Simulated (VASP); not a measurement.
# A VASP study of LaGe2Ru2 (LDA): structure first, properties next, part 2 of 3

Aim: relax LaGe2Ru2, then compute properties on the relaxed cell. Left out of this account: 1 further run (phonons: its modes failed a check). The start is a computed cell from the Materials Project.

VASP 6.6.1, plane waves and PAW; the level of theory is named at each step.

Still holding for the runs below: This run has no spin polarisation. Its electron count is odd, so without a moment it is a metal by construction. The k-mesh is coarse for a metal.

So far. Step 2 (Full relaxation (LDA)): It ends with a largest force of 0.003 eV/Å and a pressure of -0.02 GPa. The relaxed cell has a = 4.242, c = 9.961 Å (conventional setting).

## (3) Second relaxation

Level of this step: LDA; plane waves and PAW (La, Ge_d, Ru_pv) (VASP).

The basis stayed that of the start cell while the cell moved. A rerun from the cell reached resets it; the error of the finite cutoff stays.

Input file INCAR:

```
SYSTEM = LaGe2Ru2
PREC = Accurate
ENCUT = 410
EDIFF = 1E-06
NELM = 100
ISMEAR = 1
SIGMA = 0.2
LREAL = .FALSE.
ALGO = Normal
GGA = CA
NBANDS = 41
LASPH = .TRUE.
LORBIT = 11
LWAVE = .FALSE.
LCHARG = .FALSE.
KPAR = 4
IBRION = 2
NSW = 60
ISIF = 3
EDIFFG = -0.01
```

Input file POSCAR:

```
LaGe2Ru2
1.0
    0.0000000000     -4.2416466918      0.0000000000
   -4.2416466918      0.0000000000      0.0000000000
    2.1208233459     -2.1208233459     -4.9803079142
La Ge Ru
1 2 2
Direct
    0.0000000000      0.0000000000      0.0000000000
    0.6341058967      0.3658941033      0.7317882066
    0.3658941033      0.6341058967      0.2682117934
    0.2500000000      0.2500000000      0.5000000000
    0.7500000000      0.7500000000      0.5000000000
```

Input file KPOINTS:

```
Automatic mesh
0
Gamma
6 6 6
0 0 0
```

The projector-augmented-wave data sets are La, Ge_d and Ru_pv (LDA family, release 64).

Started as:

```bash
mpirun -np 4 vasp_std
```

Output:

```text
[... set-up lines as in an earlier step ...]
 entering main loop
       N       E                     dE             d eps       ncg     rms          rms(c)
DAV:   1     0.729387470570E+03    0.72939E+03   -0.27251E+04  3158   0.315E+03
DAV:   2     0.891543113553E+02   -0.64023E+03   -0.60402E+03  2484   0.760E+02
DAV:   3    -0.266852500754E+02   -0.11584E+03   -0.11059E+03  2670   0.221E+02
DAV:   4    -0.411599908440E+02   -0.14475E+02   -0.13756E+02  3886   0.707E+01
DAV:   5    -0.421446351971E+02   -0.98464E+00   -0.96797E+00  3975   0.175E+01    0.179E+01
DAV:   6    -0.414708775387E+02    0.67376E+00   -0.14414E+01  3559   0.180E+01    0.530E+00
DAV:   7    -0.408728182436E+02    0.59806E+00   -0.47289E+00  3513   0.125E+01    0.506E+00
DAV:   8    -0.407883297013E+02    0.84489E-01   -0.62418E-01  3863   0.454E+00    0.861E-01
DAV:   9    -0.407808828572E+02    0.74468E-02   -0.85986E-02  3791   0.191E+00    0.333E-01
DAV:  10    -0.407794736650E+02    0.14092E-02   -0.85493E-03  3760   0.578E-01    0.817E-02
DAV:  11    -0.407795119912E+02   -0.38326E-04   -0.10692E-03  4216   0.202E-01    0.361E-02
DAV:  12    -0.407795158840E+02   -0.38928E-05   -0.73042E-05  3680   0.474E-02    0.183E-02
DAV:  13    -0.407795173550E+02   -0.14710E-05   -0.12034E-05  3480   0.203E-02    0.493E-03
DAV:  14    -0.407795170880E+02    0.26694E-06   -0.14977E-06  2336   0.988E-03
   1 F= -.40779517E+02 E0= -.40778863E+02  d E =-.407795E+02
 curvature:   0.00 expect dE= 0.000E+00 dE for cont linesearch  0.000E+00
 trial: gam= 0.00000 g(F)=  0.885E-06 g(S)=  0.112E-03 ort = 0.000E+00 (trialstep = 0.100E+01)
 search vector abs. value=  0.113E-03
 bond charge predicted
       N       E                     dE             d eps       ncg     rms          rms(c)
DAV:   1    -0.407830905249E+02   -0.35732E-02   -0.61069E-02  3213   0.234E+00    0.482E-01
DAV:   2    -0.407815425227E+02    0.15480E-02   -0.35523E-02  3440   0.111E+00    0.297E-01
DAV:   3    -0.407796126969E+02    0.19298E-02   -0.83997E-03  3543   0.575E-01    0.832E-02
DAV:   4    -0.407794803812E+02    0.13232E-03   -0.10951E-03  3632   0.248E-01    0.337E-02
DAV:   5    -0.407794644601E+02    0.15921E-04   -0.13617E-04  3743   0.101E-01    0.238E-02
DAV:   6    -0.407794602615E+02    0.41985E-05   -0.20490E-05  3360   0.300E-02    0.442E-03
DAV:   7    -0.407794602841E+02   -0.22632E-07   -0.15072E-06  2390   0.104E-02
   2 F= -.40779460E+02 E0= -.40778791E+02  d E =0.568039E-04
 trial-energy change:    0.000057  1 .order    0.000049   -0.000113    0.000212
 step:   0.3180(harm=  0.3489)  dis= 0.00005  next Energy=   -40.779535 (dE=-0.178E-04)
 bond charge predicted
       N       E                     dE             d eps       ncg     rms          rms(c)
DAV:   1    -0.407812198681E+02   -0.17596E-02   -0.28462E-02  3200   0.160E+00    0.326E-01
DAV:   2    -0.407804976202E+02    0.72225E-03   -0.16500E-02  3431   0.757E-01    0.202E-01
DAV:   3    -0.407796046325E+02    0.89299E-03   -0.38965E-03  3520   0.396E-01    0.570E-02
DAV:   4    -0.407795424509E+02    0.62182E-04   -0.49514E-04  3606   0.170E-01    0.225E-02
DAV:   5    -0.407795354317E+02    0.70192E-05   -0.57053E-05  3872   0.657E-02    0.158E-02
DAV:   6    -0.407795333268E+02    0.21050E-05   -0.86431E-06  2870   0.198E-02    0.288E-03
DAV:   7    -0.407795333101E+02    0.16680E-07   -0.64474E-07  1975   0.105E-02
   3 F= -.40779533E+02 E0= -.40778874E+02  d E =-.162220E-04
 curvature:  -0.17 expect dE=-0.265E-06 dE for cont linesearch -0.659E-07
 trial: gam=-0.04440 g(F)=  0.728E-07 g(S)=  0.145E-05 ort = 0.655E-05 (trialstep = 0.864E+00)
 search vector abs. value=  0.116E-05
 reached required accuracy - stopping structural energy minimisation
```

The job ended after 55 s (4 MPI ranks of AMD EPYC 7R43, shared host; peak memory 0.78 GiB; 3.5 min of CPU time).

Parts of OUTCAR (step 3):

```text
  LATTYP: Found a body centered tetragonal cell.
 ALAT       =     4.2416466918
 C/A-ratio  =     2.3482898393

The static configuration has the point symmetry D_4h.

 Found     30 irreducible k-points:

   ENCUT  =  410.0 eV  30.13 Ry    5.49 a.u.   7.00  7.00  9.60*2*pi/ulx,y,z

   NELECT =      67.0000    total number of electrons

 E-fermi :   9.6222

 k-point     1 :       0.0000    0.0000    0.0000
  band No.  band energies     occupation
    ...
     31       9.0486      2.00038
     32       9.0486      2.00038
     33       9.2126      2.01365
     34       9.3115      2.05043
     35       9.5414      1.62546
     36      10.7862     -0.00000
     37      11.4090     -0.00000
     38      11.4090     -0.00000
     39      12.0347     -0.00000
     40      12.1954     -0.00000
    ...

 k-point     2 :       0.1667    0.0000    0.0000
  band No.  band energies     occupation
    ...
     30       8.5962      2.00000
     31       8.8259      2.00000
     32       8.9795      2.00005
     33       9.1773      2.00725
     34       9.2401      2.02113
     35       9.7459      0.14370
     36      10.9451     -0.00000
     37      11.3301     -0.00000
     38      11.4943     -0.00000
     39      12.0838     -0.00000
    ...

  Total        0.0007947      0.0007947     -0.0121995      0.0000000      0.0000000      0.0000000
  in kB        0.0142171      0.0142171     -0.2182604      0.0000000      0.0000000      0.0000000
  external PRESSURE =      -0.0632754 kB  Pullay stress =       0.0000000 kB

  energy-cutoff  :      410.00
  volume of cell :       89.55
      direct lattice vectors                 reciprocal lattice vectors
     0.000000000 -4.240858457 -0.000000000     0.000000000 -0.235801315  0.100415649
    -4.240858457  0.000000000  0.000000000    -0.235801315  0.000000000 -0.100415649
     2.120429228 -2.120429228 -4.979303586     0.000000000  0.000000000 -0.200831298

 POSITION                                       TOTAL-FORCE (eV/Angst)
 -----------------------------------------------------------------------------------
      2.12043     -2.12043     -4.97930        -0.000000     -0.000000      0.000000
      0.00000     -4.24086     -3.64375        -0.000000      0.000000     -0.000869
     -2.12043     -2.12043     -1.33555         0.000000     -0.000000      0.000869
      0.00000     -2.12043     -2.48965        -0.000000     -0.000000      0.000000
     -2.12043     -4.24086     -2.48965        -0.000000      0.000000      0.000000
 -----------------------------------------------------------------------------------
    total drift:                                0.000000     -0.000000     -0.000000

  FREE ENERGIE OF THE ION-ELECTRON SYSTEM (eV)
  ---------------------------------------------------
  free  energy   TOTEN  =       -40.7795333101 eV

  energy  without entropy=      -40.7775564488  energy(sigma->0) =      -40.77887436

 total charge
# of ion       s       p       d       f       tot
--------------------------------------------------
    1        2.042   5.638   0.734   0.164   8.579
    2        1.136   1.364  10.114   0.000  12.614
    3        1.136   1.364  10.114   0.000  12.614
    4        0.340   6.251   6.206   0.000  12.797
    5        0.340   6.251   6.206   0.000  12.797
--------------------------------------------------
tot          4.994  20.868  33.374   0.164  59.400

[... 4 parts as in an earlier step ...]

[... 7 further parts left out ...]
```

Little changed from the start: no atom moved by 0.005 Å and no cell edge by 0.1 %.

Numbers from this step:

* free energy (TOTEN): -40.78 eV
* energy at zero smearing: -40.78 eV
* Fermi energy: 9.622 eV
* pressure: -0.006328 GPa
* SCF cycles over all ionic steps: 28

It ends with a largest force of 0.001 eV/Å and a pressure of -0.01 GPa. The volume moved by only 0.06 %, so the volume is settled.

## (4) Single point with fields (LDA)

The relaxed cell gets a fresh self-consistent run, on a basis set for its own volume, to fix the density and to check the remaining stress.

Changes to INCAR since step 3:

```diff
@@ -14,7 +14,5 @@
 LWAVE = .FALSE.
-LCHARG = .FALSE.
-KPAR = 4
-IBRION = 2
-NSW = 60
-ISIF = 3
-EDIFFG = -0.01
+LCHARG = .TRUE.
+ISIF = 2
+LELF = .TRUE.
+LVHAR = .TRUE.
```

Input file POSCAR:

```
LaGe2Ru2
1.0
    0.0000000000     -4.2408584566      0.0000000000
   -4.2408584566      0.0000000000      0.0000000000
    2.1204292283     -2.1204292283     -4.9793035862
La Ge Ru
1 2 2
Direct
    0.0000000000      0.0000000000      0.0000000000
    0.6341105547      0.3658894453      0.7317788907
    0.3658894453      0.6341105547      0.2682211093
    0.2500000000      0.2500000000      0.5000000000
    0.7500000000      0.7500000000      0.5000000000
```

KPOINTS is that of step 3.

Started as:

```bash
mpirun -np 4 vasp_std
```

Output:

```text
[banner, memory and clock lines left out]
running    4 mpi-ranks, on    1 nodes
 distrk:  each k-point on    4 cores,    1 groups
 distr:  one band on    1 cores,    4 groups

 POSCAR found type information on POSCAR LaGeRu
 POSCAR found :  3 types and       5 ions
 LDA part: xc-table for (Slater(with rela. corr.)+CA(PZ))
 , standard interpolation
|                                                                             |
|           W    W    AA    RRRRR   N    N  II  N    N   GGGG   !!!           |
|           W    W   A  A   R    R  NN   N  II  NN   N  G    G  !!!           |
|           W    W  A    A  R    R  N N  N  II  N N  N  G       !!!           |
|           W WW W  AAAAAA  RRRRR   N  N N  II  N  N N  G  GGG   !            |
|           WW  WW  A    A  R   R   N   NN  II  N   NN  G    G                |
|           W    W  A    A  R    R  N    N  II  N    N   GGGG   !!!           |
|                                                                             |
|     The number of bands has been changed from the values supplied in        |
|     The orbitals not found in the WAVECAR file will be initialized with     |
|     random numbers, which is usually adequate. For correlated               |
|     calculations, however, you should redo the groundstate calculation.     |
|     I found NBANDS = 41. Now, NBANDS = 44.                                  |
|                                                                             |

 POSCAR, INCAR and KPOINTS ok, starting setup
 FFT: planning ... GRIDC
 FFT: planning ... GRID_SOFT
 FFT: planning ... GRID
 WAVECAR not read
 entering main loop
       N       E                     dE             d eps       ncg     rms          rms(c)
DAV:   1     0.716407952383E+03    0.71641E+03   -0.26974E+04  3424   0.294E+03
DAV:   2     0.873009373338E+02   -0.62911E+03   -0.58487E+03  2640   0.683E+02
DAV:   3    -0.293642372571E+02   -0.11667E+03   -0.10793E+03  2740   0.207E+02
DAV:   4    -0.414255757166E+02   -0.12061E+02   -0.11309E+02  4088   0.655E+01
DAV:   5    -0.421665084689E+02   -0.74093E+00   -0.73373E+00  4272   0.153E+01    0.179E+01
DAV:   6    -0.414886798673E+02    0.67783E+00   -0.11625E+01  3792   0.166E+01    0.526E+00
DAV:   7    -0.408783835462E+02    0.61030E+00   -0.38217E+00  3688   0.109E+01    0.498E+00
DAV:   8    -0.407857011562E+02    0.92682E-01   -0.52585E-01  4040   0.409E+00    0.864E-01
DAV:   9    -0.407805525009E+02    0.51487E-02   -0.66818E-02  3920   0.159E+00    0.307E-01
DAV:  10    -0.407793046111E+02    0.12479E-02   -0.74021E-03  3904   0.505E-01    0.783E-02
DAV:  11    -0.407793349436E+02   -0.30333E-04   -0.87437E-04  4664   0.177E-01    0.364E-02
DAV:  12    -0.407793342708E+02    0.67280E-06   -0.91433E-05  3864   0.536E-02    0.161E-02
DAV:  13    -0.407793357373E+02   -0.14665E-05   -0.12864E-05  3848   0.177E-02    0.461E-03
DAV:  14    -0.407793352540E+02    0.48329E-06   -0.25284E-06  2936   0.120E-02
   1 F= -.40779335E+02 E0= -.40778676E+02  d E =-.197718E-02
```

Run time: 31 s. Hardware: 4 MPI ranks; peak memory 0.49 GiB; 1.9 min of CPU time.

OUTCAR, selected parts (step 4):

```text
  LATTYP: Found a body centered tetragonal cell.
 ALAT       =     4.2408584566
 C/A-ratio  =     2.3482526650

The static configuration has the point symmetry D_4h.

 Found     30 irreducible k-points:

   k-points           NKPTS =     30   k-points in BZ     NKDIM =     30   number of bands    NBANDS=     44

   NELECT =      67.0000    total number of electrons

 E-fermi :   9.6222

 k-point     1 :       0.0000    0.0000    0.0000
  band No.  band energies     occupation
    ...
     31       9.0487      2.00038
     32       9.0487      2.00038
     33       9.2126      2.01365
     34       9.3116      2.05047
     35       9.5414      1.62575
     36      10.7862     -0.00000
     37      11.4093     -0.00000
     38      11.4093     -0.00000
     39      12.0350     -0.00000
     40      12.1957     -0.00000
    ...

 k-point     2 :       0.1667    0.0000    0.0000
  band No.  band energies     occupation
    ...
     30       8.5962      2.00000
     31       8.8259      2.00000
     32       8.9795      2.00005
     33       9.1773      2.00725
     34       9.2402      2.02113
     35       9.7460      0.14352
     36      10.9452     -0.00000
     37      11.3303     -0.00000
     38      11.4945     -0.00000
     39      12.0841     -0.00000
    ...

  Total       -0.0083329     -0.0083329     -0.0200252      0.0000000      0.0000000      0.0000000
  in kB       -0.1490833     -0.1490833     -0.3582708      0.0000000      0.0000000      0.0000000
  external PRESSURE =      -0.2188125 kB  Pullay stress =       0.0000000 kB

  energy-cutoff  :      410.00
  volume of cell :       89.55
      direct lattice vectors                 reciprocal lattice vectors
     0.000000000 -4.240858457  0.000000000     0.000000000 -0.235801315  0.100415649
    -4.240858457  0.000000000  0.000000000    -0.235801315  0.000000000 -0.100415649
     2.120429228 -2.120429228 -4.979303586     0.000000000  0.000000000 -0.200831298

 POSITION                                       TOTAL-FORCE (eV/Angst)
 -----------------------------------------------------------------------------------
      0.00000      0.00000      0.00000         0.000000     -0.000000      0.000000
      0.00000     -4.24086     -3.64375         0.000000     -0.000000     -0.003041
     -2.12043     -2.12043     -1.33555        -0.000000      0.000000      0.003041
      0.00000     -2.12043     -2.48965         0.000000      0.000000      0.000000
     -2.12043     -4.24086     -2.48965        -0.000000     -0.000000     -0.000000
 -----------------------------------------------------------------------------------
    total drift:                               -0.000000     -0.000000     -0.000000

  FREE ENERGIE OF THE ION-ELECTRON SYSTEM (eV)
  ---------------------------------------------------
  free  energy   TOTEN  =       -40.7793352540 eV

  energy  without entropy=      -40.7773580710  energy(sigma->0) =      -40.77867619

[... 4 parts as in an earlier step ...]

[... 7 further parts left out ...]
```

Numbers from this step:

```
SCF cycles : 14
bands      : 44
pressure   : -0.02188 GPa
```

Valence electrons inside each PAW sphere by angular momentum. Sphere charges, by row:

```tsv
atom	s (e)	p (e)	d (e)	f (e)	tot (e)
La1	2.042	5.638	0.734	0.164	8.579
Ge2	1.136	1.364	10.11	0	12.61
Ge3	1.136	1.364	10.11	0	12.61
Ru4	0.34	6.251	6.206	0	12.8
Ru5	0.34	6.251	6.206	0	12.8
```

ELF in the ac plane of the conventional cell at fractional y = 0.000, with atoms of La and Ge and Ru within 0.2 Å of it. It is the smooth field of the valence electrons, not physical close to the nuclei.

Values, 24 rows by 14 columns, each cell a mean:
```
0.61 0.76 0.85 0.71 0.32 0.11 0.12 0.13 0.10 0.16 0.50 0.81 0.83 0.68
0.83 0.83 0.74 0.45 0.19 0.17 0.24 0.27 0.21 0.16 0.29 0.60 0.80 0.84
0.50 0.42 0.27 0.18 0.20 0.26 0.29 0.29 0.28 0.23 0.18 0.21 0.34 0.47
0.10 0.11 0.15 0.21 0.25 0.28 0.31 0.32 0.30 0.27 0.24 0.18 0.13 0.10
0.18 0.21 0.24 0.25 0.31 0.42 0.41 0.38 0.43 0.37 0.27 0.24 0.23 0.19
0.33 0.34 0.31 0.27 0.37 0.41 0.13 0.05 0.27 0.43 0.31 0.28 0.33 0.34
0.40 0.41 0.40 0.35 0.37 0.42 0.24 0.16 0.34 0.42 0.34 0.37 0.42 0.40
0.22 0.34 0.47 0.43 0.36 0.37 0.40 0.41 0.39 0.36 0.39 0.46 0.43 0.27
0.20 0.20 0.42 0.49 0.43 0.33 0.28 0.28 0.30 0.37 0.47 0.49 0.32 0.17
0.19 0.29 0.45 0.48 0.48 0.38 0.32 0.31 0.34 0.43 0.49 0.48 0.39 0.23
0.47 0.48 0.47 0.45 0.37 0.27 0.23 0.22 0.24 0.31 0.42 0.46 0.47 0.47
0.57 0.55 0.48 0.36 0.23 0.15 0.11 0.11 0.12 0.18 0.28 0.42 0.52 0.57
0.52 0.51 0.48 0.40 0.27 0.18 0.15 0.14 0.16 0.22 0.33 0.44 0.50 0.52
0.37 0.43 0.46 0.47 0.43 0.34 0.29 0.28 0.30 0.38 0.46 0.47 0.46 0.40
0.17 0.22 0.43 0.49 0.47 0.37 0.31 0.30 0.33 0.42 0.49 0.48 0.34 0.17
0.17 0.23 0.44 0.48 0.40 0.32 0.31 0.32 0.31 0.35 0.44 0.49 0.35 0.17
0.33 0.41 0.45 0.40 0.36 0.42 0.40 0.38 0.42 0.39 0.36 0.43 0.45 0.36
0.38 0.39 0.37 0.31 0.38 0.40 0.13 0.05 0.27 0.43 0.33 0.33 0.39 0.38
0.28 0.29 0.28 0.26 0.35 0.42 0.24 0.16 0.35 0.42 0.30 0.26 0.29 0.29
0.12 0.15 0.20 0.24 0.28 0.36 0.41 0.41 0.39 0.32 0.26 0.23 0.18 0.13
0.18 0.16 0.15 0.18 0.24 0.27 0.28 0.28 0.28 0.26 0.21 0.16 0.15 0.17
0.71 0.65 0.46 0.25 0.18 0.24 0.30 0.31 0.27 0.20 0.19 0.33 0.56 0.69
0.79 0.84 0.82 0.59 0.24 0.13 0.19 0.21 0.16 0.15 0.39 0.73 0.84 0.81
0.46 0.70 0.84 0.75 0.36 0.10 0.09 0.10 0.08 0.18 0.55 0.83 0.81 0.58
```
Columns run along a (4.2 Å), rows up along c (10.0 Å), edges of the conventional cell, whose origin can differ from the input's. Atoms in or near the plane, at fractional coordinates: La at (0.00, 0.00), Ge at (0.00, 0.63), Ge at (0.00, 0.37), Ru at (0.50, 0.25), Ru at (0.50, 0.75).

Valence density in the ac plane of the conventional cell at fractional y = 0.000, with atoms of La and Ge and Ru within 0.2 Å of it. It is the smooth field of the valence electrons, not physical close to the nuclei.

Ten steps, logarithmic in the rise over the least value, from '0' (0 e/Å³) to '9' (17 e/Å³), each cell a mean:
```
44431000002454
44321000001344
22111111111122
00011233321100
00113567642100
11124788763211
43224678753223
87423456533357
98632222222479
87421111111368
43210000001124
21100000000112
22110000000112
65311000001246
98521111112379
98532233322479
65323567643246
22224788763222
11124678753111
00012456532100
11111122211111
33211001001233
45421000002345
24431000002453
```
Columns run along a (4.2 Å), rows up along c (10.0 Å), edges of the conventional cell, whose origin can differ from the input's. Atoms in or near the plane, at fractional coordinates: La at (0.00, 0.00), Ge at (0.00, 0.63), Ge at (0.00, 0.37), Ru at (0.50, 0.25), Ru at (0.50, 0.75).

Electrostatic potential energy in the ac plane of the conventional cell at fractional y = 0.000, with atoms of La and Ge and Ru within 0.2 Å of it. With pseudopotentials it is smooth inside the atoms' cores, unlike the true potential.

Ten even steps from '_' (-69 eV) to '@' (2 eV), each cell a mean:
```
____::**%%@@@@@@@@@@%%++____
..--**%%@@@@@@@@@@@@%%##==::
##%%%%@@@@@@@@@@@@@@@@@@%%%%
@@@@@@@@@@%%######@@@@@@@@@@
@@@@@@@@##==::::--**%%@@@@@@
@@@@@@%%++::____..--##@@@@@@
**##%%%%**--..__..==##@@%%##
::--**%%%%**====++##%%##++--
..::==%%@@@@@@%%@@@@@@**--..
::--++%%@@@@@@@@@@@@@@##==::
**##%%@@@@@@@@@@@@@@@@@@%%**
@@@@@@@@@@@@@@@@@@@@@@@@@@@@
%%%%@@@@@@@@@@@@@@@@@@@@@@%%
==++##@@@@@@@@@@@@@@@@%%**==
..::++%%@@@@@@@@@@@@@@##--..
..::++%%@@%%######@@@@**--..
==++##%%##==::::--++%%%%**==
%%%%@@%%++::____..--##@@@@%%
@@@@@@@@**--..__..==##@@@@@@
@@@@@@@@%%**====++##@@@@@@@@
@@@@@@@@@@@@%%%%@@@@@@@@@@@@
****%%@@@@@@@@@@@@@@@@%%##**
__..==##@@@@@@@@@@@@%%**::__
____..**%%@@@@@@@@@@##==____
```
Columns run along a (4.2 Å; values clipped at the 3rd and 97th percentile), rows up along c (10.0 Å), edges of the conventional cell, whose origin can differ from the input's. Atoms in or near the plane, at fractional coordinates: La at (0.00, 0.00), Ge at (0.00, 0.63), Ge at (0.00, 0.37), Ru at (0.50, 0.25), Ru at (0.50, 0.75).

In this run the pressure is -0.02 GPa, small enough to go on.

[end of part 2 of 3]

[Lines on the potential files, build, host, timing and source positions are cut from VASP's logs without a mark.]

[Logs are printed without paths, hosts, clocks, repeated set-up lines and the standing remarks that a program may print on its own settings, such as how far it seeks lower states.]

[Hosts, paths, dates, database ids (printed as entryN), source tags and the programs' standing remarks are cut or masked in the printed files.]

[A measured line is paired with the nearest computed mode of its activity, which favours agreement.]
